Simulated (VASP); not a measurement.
Level of theory: PBE GGA, VASP's PBE PAW potentials (set 64) (plane waves; VASP 6.6.1).

The input files of a VASP run:

**POSCAR**
```
V
1
   -1.5150000000     1.5150000000     1.5150000000
    1.5150000000    -1.5150000000     1.5150000000
    1.5150000000     1.5150000000    -1.5150000000
V
1
Direct
  0.0000000000   0.0000000000   0.0000000000
```

### INCAR
```
ALGO=Normal
EDIFF=1E-6
ENCUT=400
GGA=PE
ISIF=2
ISMEAR=1
LASPH=.True.
LCHARG=.False.
LMAXMIX=4
LREAL=.False.
LWAVE=.False.
NELM=100
PREC=Single
SIGMA=0.1
SYSTEM=V
```

KPOINTS:
```
Automatic mesh
0
Gamma
15 15 15
0 0 0
```

POTCAR, in this order: V_sv (PBE.64 set). Program: vasp_std.

Question: What will the output report for the number of irreducible k-points (NKPTS), number of bands (NBANDS), largest plane-wave count, number of space-group operations, FFT grid (NGX, NGY, NGZ)?

Answer: 
| Quantity | Result |
|---|---|
| number of irreducible k-points (NKPTS) | 120 |
| number of bands (NBANDS) | 10 |
| largest plane-wave count | 261 |
| number of space-group operations | 48 |
| FFT grid (NGX, NGY, NGZ) | 18 × 18 × 18 |

The compound is V in the bcc structure. The cell was not relaxed at this level. The run is one of a series of settings (PREC = Single against the base run), some of them coarse on purpose. The run is not spin-polarised, so no magnetic state was tried.
